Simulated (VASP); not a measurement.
Here is the system:

```
RhSi
1.0
    5.49779     0.00000     0.00000
    0.00000     3.04673     0.00000
    0.00000     0.00000     6.32933
Si Rh
4 4
Cartesian
  1.01823   0.76168   2.80659
  4.47956   2.28505   3.52274
  1.73066   2.28505   5.97126
  3.76712   0.76168   0.35807
  0.01717   0.76168   5.05163
  5.48061   2.28505   1.27770
  2.73172   2.28505   1.88696
  2.76607   0.76168   4.44237
```

These are LDA (Ceperley-Alder, Perdew-Zunger), VASP's LDA PAW potentials (set 64) (plane waves; VASP) values and carry that method's errors. Settings: 400 eV cut-off, 6×11×6 Γ-centred mesh, tetrahedra with Blöchl corrections, potentials Si Rh_pv.

### Question
What does the run give for the energy per atom (σ→0), band gap (on the k-mesh) with the smallest direct gap where there is one?

### Answer

The band gap (on the k-mesh) comes out as none (metal, semimetal or under 0.01 eV) and the energy per atom (σ→0) is -8.210 eV/atom.

Total energies compare only between runs with the same potentials, cut-off and functional.

The structure comes from a computed database's SiRh entry (Pnma); how it stands against other phases isn't given here. It was relaxed first.
